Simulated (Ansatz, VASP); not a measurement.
## SrGa3 in VASP and in Ansatz

Contents of INCAR:

```
SYSTEM = SrGa3
PREC = Accurate
ENCUT = 520
EDIFF = 1E-7
ISMEAR = 0
SIGMA = 0.05
LREAL = .False.
LASPH = .True.
NELM = 80
ALGO = Normal
ISIF = 2
LWAVE = .False.
LCHARG = .True.
GGA = PS
LELF = .True.
LVHAR = .True.
NBANDS = 32
```

Contents of KPOINTS:

```
Automatic mesh
0
Gamma
  8 8 8
  0 0 0
```

File POSCAR:

```
SrGa3
1.0
    4.5284779453      0.0000000000      0.0000000000
    0.0000000000      4.5284779453      0.0000000000
    0.0000000000      0.0000000000      4.5284779453
Sr Ga
1 3
Direct
    0.0000000000      0.0000000000      0.0000000000
    0.0000000000      0.5000000000      0.5000000000
    0.5000000000      0.5000000000      0.0000000000
    0.5000000000      0.0000000000      0.5000000000
```

Input for Ansatz:

```yaml
crystal:
  lattice:
    - [4.5284779453, 0.0, 0.0]
    - [0.0, 4.5284779453, 0.0]
    - [0.0, 0.0, 4.5284779453]
  atoms:
    - { symbol: Sr, position: [0.0, 0.0, 0.0] }
    - { symbol: Ga, position: [0.0, 0.5, 0.5] }
    - { symbol: Ga, position: [0.5, 0.5, 0.0] }
    - { symbol: Ga, position: [0.5, 0.0, 0.5] }
basis:
  ecutwfc: 420
  ecutrho_ratio: 4
kpoints:
  mp_grid: { grid: [8, 8, 8] }
hamiltonian:
  xc: pbesol
scf:
  occupations: { method: gaussian, width: 0.05 }
  convergence: { dr2_threshold: 1.0e-09 }
output:
  forces: true
  stress: true
```

The cell comes from a database or a generator and needn't be the stable form of this composition.

Alike in both runs: task single point; functional PBEsol; k mesh 8 × 8 × 8; occupations gaussian, width 0.05 eV; no spin polarisation.

|  | VASP | Ansatz |
| --- | --- | --- |
| version | VASP 6.6.1 | Ansatz 0.2.0 |
| potentials or method | VASP PAW PBE potentials, release 64 (Sr_sv, Ga_d) | scalar-relativistic, plane waves, PAW |
| plane-wave cutoff (eV) | 520 | 420 |
| valence electrons in the cell | 49 | 49 |

```csv
,VASP,Ansatz,Ansatz less VASP
pressure (GPa),-2.6,-2.7,-0.10
```

The functional is the same, so the differences come from potentials, cutoffs and numerics. Ansatz warned: «stress_scf_threshold_loose».

Caveats: the PAW data sets were made with another functional, which shifts forces and pressure a little (VASP).
